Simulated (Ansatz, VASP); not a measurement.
## Cross-check of Zn3SbP between VASP and Ansatz

Wanted: the spread between two codes on one cell, functional and k mesh. The cell is invented: As first built, before any earlier steps moved the atoms (in the runner's words): it takes the Ca3SbP structure with some of its atoms replaced by other elements, volume scaled by an estimate. It may not be a known or stable phase. The cell is taken from a series of VASP runs on this material, whose earlier steps may have relaxed, scaled or displaced it; both programs get it as it stands.

Program: Ansatz 0.2.0. Level of theory: plane waves, with VASP 6.6.1 beside it; electric field gradients at PBE. Results are calculated unless marked as measured.

## 1. Set-up

It takes space group Pm-3m (No. 221, cubic). Conventional cell: a = 4.712 Å, b = 4.712 Å, c = 4.712 Å, α = 90.00°, β = 90.00°, γ = 90.00°. Nearest to Sb lie 12 Zn at 3.33 Å. Nearest to Zn lie 2 P at 2.36 Å and 8 Zn at 3.33 Å and 4 Sb at 3.33 Å. Nearest to P lie 6 Zn at 2.36 Å. As first built, before any earlier steps moved the atoms (in the runner's words): sites of the Ca3SbP structure (space group 221) filled with other elements, volume scaled by an estimate. Farther neighbours are not listed.

Coordinates:

```xyz
5
Lattice="4.7123 0.0000 0.0000 0.0000 4.7123 0.0000 0.0000 0.0000 4.7123" Properties=species:S:1:pos:R:3 pbc="T T T"
Sb    0.0000    0.0000    0.0000
Zn    0.0000    2.3561    2.3561
Zn    2.3561    0.0000    2.3561
Zn    2.3561    2.3561    0.0000
P     2.3561    2.3561    2.3561
```

## 2. VASP: electric field gradients, PBE

Field gradients test the density near the nuclei, where the PAW reconstruction matters most.

Lines of VASP's logs that name or quote its potential files are left out, and so is its time.

INCAR reads:

```
SYSTEM = Zn3SbP
PREC = Accurate
ENCUT = 400
EDIFF = 1E-07
NELM = 100
ISMEAR = -1
SIGMA = 0.05
LREAL = .FALSE.
ALGO = Normal
GGA = PE
NBANDS = 29
LORBIT = 11
LWAVE = .FALSE.
LCHARG = .FALSE.
KPAR = 2
LEFG = .TRUE.
LASPH = .TRUE.
```

POSCAR reads:

```
Zn3SbP
1.0
    4.7122531492      0.0000000000      0.0000000000
    0.0000000000      4.7122531492      0.0000000000
    0.0000000000      0.0000000000      4.7122531492
Sb Zn P
1 3 1
Direct
    0.0000000000      0.0000000000      0.0000000000
    0.0000000000      0.5000000000      0.5000000000
    0.5000000000      0.0000000000      0.5000000000
    0.5000000000      0.5000000000      0.0000000000
    0.5000000000      0.5000000000      0.5000000000
```

KPOINTS reads:

```
Automatic mesh
0
Gamma
5 5 5
0 0 0
```

The projector-augmented-wave data sets are Sb, Zn and P (PBE family, release 64).

The run is started by

```bash
> mpirun -np 2 vasp_std
```

Numbers of over 12 decimals in the logs are rounded to 6 here.

The program printed:

```text
[banner, memory and clock lines left out]
running    2 mpi-ranks, on    1 nodes
 distrk:  each k-point on    1 cores,    2 groups
 distr:  one band on    1 cores,    1 groups

 POSCAR found type information on POSCAR SbZnP
 POSCAR found :  3 types and       5 ions
 LDA part: xc-table for (Slater+PW92), standard interpolation
 POSCAR, INCAR and KPOINTS ok, starting setup
 FFT: planning ... GRIDC
 FFT: planning ... GRID_SOFT
 FFT: planning ... GRID
 WAVECAR not read
 entering main loop
       N       E                     dE             d eps       ncg     rms          rms(c)
DAV:   1     0.246266411322E+03    0.24627E+03   -0.18208E+04   580   0.159E+03
DAV:   2     0.566044957424E+01   -0.24061E+03   -0.23370E+03   580   0.339E+02
DAV:   3    -0.118928278963E+02   -0.17553E+02   -0.17228E+02   699   0.989E+01
DAV:   4    -0.122821605224E+02   -0.38933E+00   -0.38848E+00   635   0.135E+01
DAV:   5    -0.122887447937E+02   -0.65843E-02   -0.65826E-02   663   0.173E+00    0.781E+00
DAV:   6    -0.114213494604E+02    0.86740E+00   -0.30017E+00   725   0.324E+01    0.569E+00
DAV:   7    -0.114243797147E+02   -0.30303E-02   -0.11737E+00   640   0.762E+00    0.262E+00
DAV:   8    -0.114133969768E+02    0.10983E-01   -0.39989E-02   641   0.145E+00    0.123E+00
DAV:   9    -0.114111157927E+02    0.22812E-02   -0.10387E-02   623   0.527E-01    0.130E-01
DAV:  10    -0.114110432280E+02    0.72565E-04   -0.68137E-04   751   0.277E-01    0.772E-02
DAV:  11    -0.114110775751E+02   -0.34347E-04   -0.16380E-04   598   0.842E-02    0.323E-02
DAV:  12    -0.114110828510E+02   -0.52759E-05   -0.28470E-05   675   0.541E-02    0.464E-03
DAV:  13    -0.114110825600E+02    0.29103E-06   -0.14932E-06   646   0.119E-02    0.231E-03
DAV:  14    -0.114110822492E+02    0.31078E-06   -0.60821E-07   624   0.533E-03    0.965E-04
DAV:  15    -0.114110821559E+02    0.93288E-07   -0.10626E-07   315   0.334E-03
ion   1
     0.0000000    -0.0000000    -0.0000000     0.0000000     0.0000000    -0.0000000
     0.0000576    -0.0000000    -0.0000000     0.0000000     0.0000000    -0.0000000
     0.0000793    -0.0000000    -0.0000000     0.0000000     0.0000000    -0.0000000
     0.0001092    -0.0000000    -0.0000000     0.0000000     0.0000000    -0.0000000
     0.0001504    -0.0000000    -0.0000000     0.0000000     0.0000000    -0.0000000

     0.0000000    -0.0000000    -0.0000000     0.0000000     0.0000000    -0.0000000
     0.0000576    -0.0000000    -0.0000000     0.0000000     0.0000000    -0.0000000
     0.0000793    -0.0000000    -0.0000000     0.0000000     0.0000000    -0.0000000
     0.0001092    -0.0000000    -0.0000000     0.0000000     0.0000000    -0.0000000
     0.0001504    -0.0000000    -0.0000000     0.0000000     0.0000000    -0.0000000

ion   2
     0.0000000     0.0000000    -0.0000000     2.2788751     0.0000000    -3.9471275
     0.0000468     0.0000000    -0.0000000     2.2788751     0.0000000    -3.9471274
     0.0000645     0.0000000    -0.0000000     2.2788750     0.0000000    -3.9471273
     0.0000888     0.0000000    -0.0000000     2.2788749     0.0000000    -3.9471272
     0.0001223     0.0000000    -0.0000000     2.2788748     0.0000000    -3.9471269

     0.0000000     0.0000000    -0.0000000   -33.2681466    -0.0000000    57.6221202
     0.0000468     0.0000000    -0.0000000   -33.2666857    -0.0000000    57.6195898
     0.0000645     0.0000000    -0.0000000   -33.2658229    -0.0000000    57.6180955
     0.0000888     0.0000000    -0.0000000   -33.2643984    -0.0000000    57.6156281
     0.0001223     0.0000000    -0.0000000   -33.2620576    -0.0000000    57.6115737

ion   3
     0.0000000     0.0000000     0.0000000     2.2788751     0.0000000     3.9471275
     0.0000468     0.0000000     0.0000000     2.2788751     0.0000000     3.9471274
     0.0000645     0.0000000     0.0000000     2.2788750     0.0000000     3.9471273
     0.0000888     0.0000000     0.0000000     2.2788749     0.0000000     3.9471272
     0.0001223     0.0000000     0.0000000     2.2788748     0.0000000     3.9471269

     0.0000000     0.0000000     0.0000000   -33.2681466     0.0000000   -57.6221202
     0.0000468     0.0000000     0.0000000   -33.2666857     0.0000000   -57.6195898
     0.0000645     0.0000000     0.0000000   -33.2658229     0.0000000   -57.6180955
     0.0000888     0.0000000     0.0000000   -33.2643984     0.0000000   -57.6156281
     0.0001223     0.0000000     0.0000000   -33.2620576     0.0000000   -57.6115737

ion   4
     0.0000000    -0.0000000     0.0000000    -4.5577502     0.0000000    -0.0000000
     0.0000468    -0.0000000     0.0000000    -4.5577501     0.0000000    -0.0000000
     0.0000645    -0.0000000     0.0000000    -4.5577500     0.0000000    -0.0000000
     0.0000888    -0.0000000     0.0000000    -4.5577499     0.0000000    -0.0000000
     0.0001223    -0.0000000     0.0000000    -4.5577496     0.0000000    -0.0000000

     0.0000000    -0.0000000     0.0000000    66.5362932     0.0000000    -0.0000000
     0.0000468    -0.0000000     0.0000000    66.5333713     0.0000000    -0.0000000
     0.0000645    -0.0000000     0.0000000    66.5316459     0.0000000    -0.0000000
     0.0000888    -0.0000000     0.0000000    66.5287968     0.0000000    -0.0000000
     0.0001223    -0.0000000     0.0000000    66.5241152     0.0000000    -0.0000000

ion   5
     0.0000000    -0.0000000    -0.0000000    -0.0000000     0.0000000     0.0000000
     0.0000365    -0.0000000    -0.0000000    -0.0000000     0.0000000     0.0000000
     0.0000503    -0.0000000    -0.0000000    -0.0000000     0.0000000     0.0000000
     0.0000692    -0.0000000    -0.0000000    -0.0000000     0.0000000     0.0000000
     0.0000953    -0.0000000    -0.0000000    -0.0000000     0.0000000     0.0000000

     0.0000000    -0.0000000    -0.0000000    -0.0000000     0.0000000     0.0000000
     0.0000365    -0.0000000    -0.0000000    -0.0000000     0.0000000     0.0000000
     0.0000503    -0.0000000    -0.0000000    -0.0000000     0.0000000     0.0000000
     0.0000692    -0.0000000    -0.0000000    -0.0000000     0.0000000     0.0000000
     0.0000953    -0.0000000    -0.0000000    -0.0000000     0.0000000     0.0000000

   1 F= -.11411082E+02 E0= -.11388861E+02  d E =-.444424E-01
```

Parts of OUTCAR (step 2):

```text
ion  position               nearest neighbor table
   1  0.000  0.000  0.000-   2 3.33   3 3.33   4 3.33   2 3.33   3 3.33   2 3.33   4 3.33   2 3.33
                             3 3.33   4 3.33   3 3.33   4 3.33
   2  0.000  0.500  0.500-   5 2.36   5 2.36   1 3.33   1 3.33   1 3.33   1 3.33
   3  0.500  0.000  0.500-   5 2.36   5 2.36   1 3.33   1 3.33   1 3.33   1 3.33
   4  0.500  0.500  0.000-   5 2.36   5 2.36   1 3.33   1 3.33   1 3.33   1 3.33
   5  0.500  0.500  0.500-   2 2.36   3 2.36   4 2.36   4 2.36   3 2.36   2 2.36

  LATTYP: Found a simple cubic cell.
 ALAT       =     4.7122531492

 Subroutine GETGRP returns: Found 48 space group operations
 (whereof 48 operations were pure point group operations)

The static configuration has the point symmetry O_h .

 Found     10 irreducible k-points:

   k-points           NKPTS =     10   k-points in BZ     NKDIM =     10   number of bands    NBANDS=     29

   dimension x,y,z NGX =    32 NGY =   32 NGZ =   32
   dimension x,y,z NGXF=    64 NGYF=   64 NGZF=   64

   ENCUT  =  400.0 eV  29.40 Ry    5.42 a.u.   7.68  7.68  7.68*2*pi/ulx,y,z

   NELECT =      46.0000    total number of electrons

 k-points in reciprocal lattice and weights: Automatic mesh
   0.00000000  0.00000000  0.00000000       0.008
   0.20000000  0.00000000  0.00000000       0.048
   0.40000000  0.00000000  0.00000000       0.048
   0.20000000  0.20000000  0.00000000       0.096
   0.40000000  0.20000000  0.00000000       0.192
   0.40000000  0.40000000  0.00000000       0.096
   0.20000000  0.20000000  0.20000000       0.064
   0.40000000  0.20000000  0.20000000       0.192
   0.40000000  0.40000000  0.20000000       0.192
   0.40000000  0.40000000  0.40000000       0.064

 average (electrostatic) potential at core
       1 -88.2477       2 -35.8000       3 -35.8000       4 -35.8000       5 -85.0456

 E-fermi :   3.8941

 k-point     1 :       0.0000    0.0000    0.0000
  band No.  band energies     occupation
    ...
     18      -0.3513      2.00000
     19      -0.3513      2.00000
     20      -0.3513      2.00000
     21       2.5187      2.00000
     22       2.5187      2.00000
     23       3.9929      0.24368
     24       3.9929      0.24368
     25       3.9929      0.24368
     26       4.6756      0.00000
     27       9.1959      0.00000
    ...

 k-point     2 :       0.2000    0.0000    0.0000
  band No.  band energies     occupation
    ...
     20      -0.1207      2.00000
     21       2.3215      2.00000
     22       2.6557      2.00000
     23       3.8183      1.63987
     24       3.8183      1.63987
     25       4.1629      0.00922
     26       6.3520      0.00000
     27       7.7646      0.00000
     28       8.2794      0.00000
     29       8.2794      0.00000

 k-point     3 :       0.4000    0.0000    0.0000
  band No.  band energies     occupation
    ...
     20       0.3139      2.00000
     21       1.2287      2.00000
     22       2.9379      2.00000
     23       3.3785      1.99993
     24       3.3785      1.99993
     25       6.4916      0.00000
     26       6.8467      0.00000
     27       7.9828      0.00000
     28       8.2298      0.00000
     29       8.2298      0.00000

  Total       -0.0275468     -0.0275468     -0.0275468     -0.0000000     -0.0000000     -0.0000000
  in kB       -0.4217900     -0.4217900     -0.4217900     -0.0000000     -0.0000000     -0.0000000
  external PRESSURE =      -0.4217900 kB  Pullay stress =       0.0000000 kB

  energy-cutoff  :      400.00
  volume of cell :      104.64
      direct lattice vectors                 reciprocal lattice vectors
     4.712253149  0.000000000  0.000000000     0.212212708  0.000000000  0.000000000
     0.000000000  4.712253149  0.000000000     0.000000000  0.212212708  0.000000000
     0.000000000  0.000000000  4.712253149     0.000000000  0.000000000  0.212212708

 POSITION                                       TOTAL-FORCE (eV/Angst)
 -----------------------------------------------------------------------------------
      0.00000      0.00000      0.00000         0.000000      0.000000      0.000000
      0.00000      2.35613      2.35613         0.000000      0.000000      0.000000
      2.35613      0.00000      2.35613         0.000000      0.000000      0.000000
      2.35613      2.35613      0.00000         0.000000      0.000000      0.000000
      2.35613      2.35613      2.35613         0.000000      0.000000      0.000000
 -----------------------------------------------------------------------------------
    total drift:                                0.000000     -0.000000     -0.000000

  FREE ENERGIE OF THE ION-ELECTRON SYSTEM (eV)
  ---------------------------------------------------
  free  energy   TOTEN  =       -11.4110821559 eV

  energy  without entropy=      -11.3666397846  energy(sigma->0) =      -11.38886097

 Electric field gradients after diagonalization (V/A^2)
 (convention: |V_zz| > |V_xx| > |V_yy|)
----------------------------------------------------------------------
 ion       V_xx      V_yy      V_zz     asymmetry (V_yy - V_xx)/ V_zz
----------------------------------------------------------------------
   1       0.000    -0.000    -0.000       0.372
   2      40.546    40.546   -81.093       0.000
   3      40.546    40.546   -81.093       0.000
   4      40.546    40.546   -81.093       0.000
   5      -0.000    -0.000     0.000       0.356
----------------------------------------------------------------------

 total charge
# of ion       s       p       d       tot
------------------------------------------
    1        1.191   1.150   0.013   2.355
    2        0.600   0.333   9.759  10.692
    3        0.600   0.333   9.759  10.692
    4        0.600   0.333   9.759  10.692
    5        1.046   1.489   0.000   2.535
--------------------------------------------------
tot          4.036   3.638  29.291  36.965

[... 3 further parts left out ...]
```

The run ends at a pressure of -0.04 GPa.

(Continued in part 2 of 2.)

[Lines on the potential files, build, host, timing and source positions are cut from VASP's logs without a mark.]

[Logs are printed without paths, hosts, clocks, repeated set-up lines and the standing remarks that a program may print on its own settings, such as how far it seeks lower states.]

[Hosts, paths, dates, database ids (printed as entryN), source tags and the programs' standing remarks are cut or masked in the printed files.]
